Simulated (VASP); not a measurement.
Wanted: the native input for a VASP 6.6.1 run.

| Item | Value |
| --- | --- |
| Task | single point |
| Functional | r2SCAN |
| Potentials or basis | VASP PAW PBE potentials, release 64 (Al, C) |
| Cutoff | 520 eV |
| k mesh | 9 × 9 × 9 |
| Occupations | methfessel-paxton, width 0.01 eV |
| Spin | no spin polarisation |
| Dipole correction | no |
| Further INCAR settings | ALGO = Normal; EDIFF = 1e-06; NBANDS = 16 |

AlC3:

```
Al C
1.0
     3.20793    0.00000    0.00000
     0.00000    3.20793    0.00000
     0.00000    0.00000    3.20793
Al C
1 3
Direct
  0.00000 0.00000 0.00000
  0.00000 0.50000 0.50000
  0.50000 0.00000 0.50000
  0.50000 0.50000 0.00000
```

The cell comes from a database or a generator and needn't be the stable form of this composition.

The input as run:

POSCAR

```
AlC3
1.0
    3.2079290000      0.0000000000      0.0000000000
    0.0000000000      3.2079290000      0.0000000000
    0.0000000000      0.0000000000      3.2079290000
Al C
1 3
Direct
    0.0000000000      0.0000000000      0.0000000000
    0.0000000000      0.5000000000      0.5000000000
    0.5000000000      0.0000000000      0.5000000000
    0.5000000000      0.5000000000      0.0000000000
```

INCAR.step1

```
  PREC = Accurate
  ENCUT = 520
  ISMEAR = 1
  SIGMA = 0.01
  LREAL = F
  LASPH = T
  NELM = 100
  NBANDS = 16
  GGA = PE
  ALGO = Normal
  EDIFF = 1E-4
  LWAVE = T
  LCHARG = F
```

INCAR.step2

```
  PREC = Accurate
  ENCUT = 520
  EDIFF = 1E-6
  ISMEAR = 1
  SIGMA = 0.01
  LREAL = F
  LASPH = T
  NELM = 100
  ALGO = Normal
  ISIF = 2
  LWAVE = F
  LCHARG = F
  METAGGA = R2SCAN
  LMIXTAU = T
  NBANDS = 16
  ISTART = 1
```

KPOINTS

```
Automatic mesh
0
Gamma
  9 9 9
```

Potentials or basis: VASP PAW PBE potentials, release 64 (Al, C).

Run with:

```console
$ cat potpaw_PBE.64/Al/POTCAR potpaw_PBE.64/C/POTCAR > POTCAR
$ cp INCAR.step1 INCAR
$ mpirun -np 1 vasp_std > vasp.out
$ cp INCAR.step2 INCAR
$ mpirun -np 1 vasp_std > vasp.out
```

Results of the run:

```json
{
 "Pressure": "-2.5 GPa",
 "Band gap on the k mesh": "none (metal or under the smearing width)"
}
```

Caveat: the PAW data sets were made with another functional, which shifts forces and pressure a little.

Wall time 35 s on 1 thread of AMD EPYC 9R14 (Zen 4), with other jobs on the host, peak memory 0.11 GiB.
